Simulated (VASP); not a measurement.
**InAgTe$_{2}$ (space group P-4m2): computed properties**

The numbers are results of LDA (Ceperley-Alder, Perdew-Zunger), VASP's LDA PAW potentials (set 64) (plane waves; VASP), not measurements.

For InAgTe$_{2}$, the space group is P-4m2 (115) and the cell comes out as a = b = 4.469 Å, c = 6.382 Å, α = β = γ = 90.00°. The volume per atom is 31.87 Å³/atom and the band gap (over mesh and band path) is none (metal, semimetal or under 0.01 eV). The band gap with spin-orbit coupling is none (metallic) and the density comes out as 6.22 g/cm³.

AgInTe$_{2}$ is modelled in the tetragonal space group P-4m2 (No. 115), Pearson symbol tP4. Lattice parameters: a = 4.4694 Å, b = 4.4694 Å, c = 6.3819 Å, α = 90.00°, β = 90.00°, γ = 90.00°. In on 1c is coordinated by 4 Te at 2.794 Å (tetrahedral). Ag on 1a has 4 Te at 2.700 Å (tetrahedral). Te on 2g is surrounded by 2 Ag at 2.700 Å and 2 In at 2.794 Å (tetrahedral). (Neighbours: up to the widest gap in distance over summed covalent radii, below 1.35, at either atom; cation-cation and far metal-metal contacts left out.)

Unless said otherwise, spin-orbit coupling is left out, though it shifts the bands of the heavy elements here.

The structure comes from a computed database's InAgTe2 entry (P-4m2); how it stands against other phases isn't given here. It was relaxed first, which changed the volume by -6 %. Symmetry was kept, so distortions that lower it aren't found.
